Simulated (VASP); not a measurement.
Output of a VASP run:

### OUTCAR
```


 HEAD OF MICROSCOPIC STATIC DIELECTRIC TENSOR (INDEPENDENT PARTICLE, excluding Hartree and local field effects)
 ------------------------------------------------------
           7.759126     0.000000     0.000000
           0.000000     7.759126    -0.000000
          -0.000000     0.000000     7.759126
 ------------------------------------------------------

 MACROSCOPIC STATIC DIELECTRIC TENSOR (including local field effects in DFT)
 ------------------------------------------------------
           7.378749     0.000000    -0.000000
          -0.000000     7.378749     0.000000
          -0.000000     0.000000     7.378749
 ------------------------------------------------------

 PIEZOELECTRIC TENSOR (including local field effects)  for field in x, y, z        (e  Angst)
          XX          YY          ZZ          XY          YZ          ZX
  --------------------------------------------------------------------------------
  x    -0.00000     0.00000     0.00000     0.00000     1.95486     0.00000
  y     0.00000     0.00000     0.00000     0.00000     0.00000     1.95486
  z    -0.00000     0.00000    -0.00000     1.95486     0.00000     0.00000

 PIEZOELECTRIC TENSOR (including local field effects)  for field in x, y, z        (C/m^2)
          XX          YY          ZZ          XY          YZ          ZX
  --------------------------------------------------------------------------------
  x    -0.00000     0.00000     0.00000     0.00000     0.69811     0.00000
  y     0.00000     0.00000     0.00000     0.00000     0.00000     0.69811
  z    -0.00000     0.00000    -0.00000     0.69811     0.00000     0.00000

 BORN EFFECTIVE CHARGES (including local field effects) (in |e|, cummulative output)
 ---------------------------------------------------------------------------------
 ion    1
    1     2.04163     0.00000     0.00000
    2     0.00000     2.04163     0.00000
    3     0.00000     0.00000     2.04163
 ion    2
    1    -2.04163    -0.00000    -0.00000
    2     0.00000    -2.04163     0.00000
    3     0.00000     0.00000    -2.04163

   1 f  =    6.396848 THz    40.192582 2PiTHz  213.375885 cm-1    26.455226 meV

   2 f  =    6.396848 THz    40.192582 2PiTHz  213.375885 cm-1    26.455226 meV

   3 f  =    6.396848 THz    40.192582 2PiTHz  213.375885 cm-1    26.455226 meV

   4 f/i=    0.007975 THz     0.050107 2PiTHz    0.266010 cm-1     0.032981 meV

   5 f/i=    0.007975 THz     0.050107 2PiTHz    0.266010 cm-1     0.032981 meV

   6 f/i=    0.007975 THz     0.050107 2PiTHz    0.266010 cm-1     0.032981 meV

 MACROSCOPIC STATIC DIELECTRIC TENSOR IONIC CONTRIBUTION
 ------------------------------------------------------
           2.807952    -0.000000     0.000000
          -0.000000     2.807952     0.000000
           0.000000     0.000000     2.807952
 ------------------------------------------------------

 ELASTIC MODULI CONTR FROM IONIC RELAXATION (kBar)
 Direction    XX          YY          ZZ          XY          YZ          ZX
 --------------------------------------------------------------------------------
 XX          -0.0000      0.0000      0.0000     -0.0000      0.0000      0.0000
 YY           0.0000     -0.0000      0.0000     -0.0000     -0.0000     -0.0000
 ZZ           0.0000      0.0000     -0.0000      0.0000     -0.0000      0.0000
 XY          -0.0000     -0.0000      0.0000   -226.0417     -0.0000     -0.0000
 YZ           0.0000     -0.0000     -0.0000     -0.0000   -226.0417      0.0000
 ZX           0.0000     -0.0000      0.0000     -0.0000      0.0000   -226.0417
 --------------------------------------------------------------------------------
...
```
(Selected blocks of OUTCAR.)

### POSCAR
```
ZnSe
1
    0.0000000000     2.8202650000     2.8202650000
    2.8202650000     0.0000000000     2.8202650000
    2.8202650000     2.8202650000     0.0000000000
Zn Se
1 1
Direct
  0.0000000000   0.0000000000   0.0000000000
  0.7500000000   0.7500000000   0.7500000000
```

### Question
Reconstruct the remaining input files.

### Answer
Several could match; the one computed here: the input of the run itself, PBE GGA, plane waves, VASP's PBE PAW potentials (set 64).

**KPOINTS**
```
Automatic mesh
0
Gamma
10 10 10
0 0 0
```

### INCAR
```
NELM  =  100   ! most electronic steps
LEPSILON  =  .TRUE.
GGA  =  PE
SIGMA  =  0.02
LMAXMIX  =  4   ! l cut-off of mixed one-centre charges
LCHARG  =  .FALSE.
ISMEAR  =  -1   ! Fermi-Dirac
EDIFF  =  1E-8
IBRION  =  8   ! DFPT with symmetry
LWAVE  =  .FALSE.
ALGO  =  Normal   ! blocked Davidson
LASPH  =  .TRUE.
LREAL  =  .FALSE.   ! projection in real space or not
ISIF  =  2
NSW  =  1   ! most ionic steps
PREC  =  Accurate
ENCUT  =  300
SYSTEM  =  ZnSe
```

POTCAR, in this order: Zn Se (PBE.64 set). Program: vasp_std.

At this cut-off the stress carries a Pulay error, which pulls relaxed volumes low. The dielectric response may not be converged in the k-mesh; for small gaps it tends to come out too large.

The structure comes from a computed database's ZnSe entry; how it stands against other phases isn't given here. The cell was not relaxed at this level. The run is one of a series of settings (EDIFF = 1E-8, IBRION = 8, LEPSILON = .TRUE., NSW = 1 against the base run), some of them coarse on purpose.
